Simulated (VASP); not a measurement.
Runs of VASP 6.6.1 on MgS. All rows change the cell; the cell of one of them follows. Symmetry: I-4m2, No. 119, tetragonal system. The conventional cell has a = 4.067 Å, b = 4.067 Å, c = 5.836 Å, α = 90.00°, β = 90.00°, γ = 90.00°. Around Mg (site symmetry -4m2) lie 4 S at 2.50 Å. S (site symmetry -4m2) has 4 Mg at 2.50 Å as nearest neighbours. The cell comes from a database or a generator and needn't be the stable form of this composition.

```tsv
cell	gap on the mesh (eV)	pressure (GPa)
strain +0.015 along x and y, +0.030 along z, atoms carried along	2.88	(c)
strain -0.015 along x and y, -0.030 along z, atoms carried along	3.46	(a)
strain -0.015 along x and y, +0.030 along z, atoms carried along	3.13	-2.5
strain +0.000 along x and y, -0.015 along z, atoms carried along	(b)	-1.7
```

Alike in all rows: task single point; level LDA; potentials or basis VASP PAW LDA potentials, release 64 (Mg, S); no spin polarisation; k mesh 8 × 8 × 8; cutoff (eV) 520; smearing gaussian 0.05 eV.

Problem. Fill in the values left out.

Solution. (a) 1.1; (b) 3.23; (c) -5.3.

A k mesh can miss the band edges.
